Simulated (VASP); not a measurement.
## ZrCl4: single point with PBE

The system is ZrCl4, in a box.

```
Zr Cl
1.0
    13.76741    0.00000    0.00000
     0.00000   14.26741    0.00000
     0.00000    0.00000   14.76741
Zr Cl
1 4
Cartesian
  6.8837 7.1838 7.3838
  5.3766 5.6321 6.5224
  8.1505 6.1856 9.0631
  8.2928 7.9229 5.6840
  5.7149 8.9942 8.2653
```

```yaml
Program: VASP 6.6.1
Task: single point
Functional: PBE
Potentials_or_basis: VASP PAW PBE potentials, release 64 (Zr_sv, Cl)
Cutoff: 400 eV
k_mesh: 1 × 1 × 1
Occupations: gaussian, width 0.01 eV
Spin: no spin polarisation
Further_INCAR_settings: ALGO = Normal; EDIFF = 1e-06; ISYM = 0
```

| Property | Result |
| --- | --- |
| Largest force | 0.032 eV/Å |
| Gap between the frontier levels | 4.79 eV |

Forces in eV/Å, atoms in the order of the input:
```
Zr   0.000 -0.001  0.000
Cl  -0.020 -0.021 -0.012
Cl   0.017 -0.014  0.023
Cl   0.019  0.010 -0.023
Cl  -0.016  0.025  0.012
```

Levels at points of the mesh, in eV from the valence-band top:
```
           k point  band 18  band 19  band 20  band 21  band 22  band 23
(0.00, 0.00, 0.00)     0.00     0.00     0.00     4.79     4.79     5.67
```

Run time: 3.4 min on 1 thread of Intel(R) Xeon(R) Platinum 8259CL CPU @ 2.50GHz (Skylake/Cascade Lake), with other jobs on the host, peak memory 1.3 GiB.

Expect the measured gap to be larger: semilocal functionals such as PBE lack the derivative discontinuity.
